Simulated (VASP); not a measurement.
Consider the following.

```yaml
crystal:
  lattice:
    - [2.95000, 0.00000, 0.00000]
    - [0.00000, 2.95000, 0.00000]
    - [0.00000, 0.00000, 2.95000]
  atoms:
    - { symbol: Zn, position: [0.50000, 0.50000, 0.50000] }
    - { symbol: Cu, position: [0.00000, 0.00000, 0.00000] }
```

Computed with PBE GGA, VASP's PBE PAW potentials (set 64) (plane waves; VASP 6.6.1). Settings: 400 eV cut-off, 11×11×11 Γ-centred mesh, first-order Methfessel-Paxton smearing of 0.10 eV, potentials Zn Cu.

Problem. Give the stress tensor in GPa (positive for a compressed cell).

Solution. 
```
1.37  0.00  0.00
0.00  1.37  0.00
0.00  0.00  1.37
```
The pressure is its mean diagonal, 1.37 GPa.

The compound is CuZn in the CsCl type structure. The cell was not relaxed at this level. The electron count is odd and the run is not spin-polarised, which forces a metal.
